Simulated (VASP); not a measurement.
These are PW91 GGA, VASP's PBE PAW potentials (set 64) (plane waves; VASP) values and carry that method's errors.

The input files of a VASP run:

**POSCAR**
```
Lu
3.5095480
  0.4999999574  -0.8660253549   0.0000000000
  0.4999999574   0.8660253549   0.0000000000
  0.0000000000   0.0000000000   1.5589907801
Lu
2
Direct
  0.3333330000   0.6666670000   0.2500000000
  0.6666670000   0.3333330000   0.7500000000
```

**INCAR**
```
SYSTEM  =  Lu
PREC  =  Accurate; ENCUT  =  520; LREAL  =  .False.
LASPH  =  .True.
EDIFF  =  1E-7; NELM  =  100; ALGO  =  Normal
LMAXMIX  =  6
ISMEAR  =  -5
GGA  =  91
ISIF  =  2
LWAVE  =  .False.; LCHARG  =  .True.; LORBIT  =  11
NEDOS  =  601
```

### KPOINTS
```
Automatic mesh
0
G
13 13 8
0 0 0
```

POTCAR, in this order: Lu_3 (PBE.64 set). Program: vasp_std.

Q: What will the output report for the number of irreducible k-points (NKPTS), largest plane-wave count, number of space-group operations, FFT grid (NGX, NGY, NGZ)?

A: 
```yaml
number of irreducible k-points (NKPTS): 105
largest_plane_wave_count: 1616
number_of_space_group_operations: 24
FFT grid (NGX, NGY, NGZ): 28 × 28 × 42
```

The compound is Lu in the hcp structure. It was relaxed first.
